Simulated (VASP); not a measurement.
Consider the following.

```
MgO
1.0
    0.00000     2.10366     2.10366
    2.10366     0.00000     2.10366
    2.10366     2.10366     0.00000
Mg O
1 1
Direct
  0.00000   0.00000   0.00000
  0.50000   0.50000   0.50000
```

Computed with PBE GGA with D3 dispersion (zero damping), VASP's PBE PAW potentials (set 64) (plane waves; VASP). Numerical set-up: 520 eV cut-off, 11×11×11 Γ-centred mesh, Gaussian smearing of 0.050 eV, potentials Mg O.

**Question.** What does the run give for the energy per atom (σ→0), band gap (on the k-mesh) with the smallest direct gap where there is one?

**Answer.** 
```yaml
band gap (on the k-mesh): 4.76 eV
smallest direct gap (on the k-mesh): 4.76 eV
energy per atom (σ→0): -6.161 eV/atom
```

Only differences to runs with the same potentials and settings are physical.

The compound is MgO in the rock salt structure. It was relaxed first.
